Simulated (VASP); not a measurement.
```xyz
2
Lattice="0.0000 3.2897 3.2897 3.2897 0.0000 3.2897 3.2897 3.2897 0.0000" Properties=species:S:1:pos:R:3 pbc="T T T"
K      0.0000     0.0000     0.0000
Cl     3.2897     3.2897     3.2897
```

Level of theory: RPBE GGA, VASP's PBE PAW potentials (set 64) (plane waves; VASP 6.6.1). Run with 520 eV cut-off, Gaussian smearing of 0.050 eV, potentials K_sv Cl.

Predict the band gap (along the path) with the smallest direct gap where there is one.

```yaml
band gap (along the path): 5.09 eV
smallest direct gap (along the path): 5.09 eV
```

Only differences to runs with the same potentials and settings are physical.

The compound is KCl in the rock salt structure. It was relaxed first, which changed the volume by +14 %.
